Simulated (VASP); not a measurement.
Given:

```
Ni
1.0
    0.00000     1.74335     1.74335
    1.74335     0.00000     1.74335
    1.74335     1.74335     0.00000
Ni
1
Direct
  0.00000   0.00000   0.00000
```
Starting moments (μB, in the order of the record's atoms Ni): 0.6.

All values below come from optB86b-vdW, VASP's PBE PAW potentials (set 64) (plane waves; VASP). Run with 520 eV cut-off, Gaussian smearing of 0.050 eV, potentials Ni.

**Question.** Give the spin-up energies of bands 1 to 6 at the high-symmetry points, in eV from the Fermi level.

**Answer.** 
```tsv
band	Γ	X	U	L	W
1	-9.16	-4.78	-4.07	-4.95	-3.86
2	-2.46	-4.29	-3.79	-2.46	-3.12
3	-2.46	-0.52	-2.12	-2.46	-3.12
4	-2.46	-0.41	-1.09	-0.56	-1.33
5	-1.26	-0.41	-0.68	-0.56	-0.41
6	-1.26	2.50	5.87	-0.28	7.92
```

**Question.** Give the spin-down energies of bands 1 to 6 at the high-symmetry points, in eV from the Fermi level.

**Answer.** 
```tsv
band	Γ	X	U	L	W
1	-9.19	-4.45	-3.67	-4.55	-3.50
2	-1.78	-3.73	-3.30	-1.88	-2.57
3	-1.78	0.06	-1.56	-1.88	-2.57
4	-1.78	0.38	-0.54	-0.33	-0.80
5	-0.70	0.38	0.10	0.14	0.38
6	-0.70	2.47	6.07	0.14	8.09
```

It has no gap at this level: it comes out as a metal or semimetal.

The compound is Ni in the fcc structure. It was relaxed first.
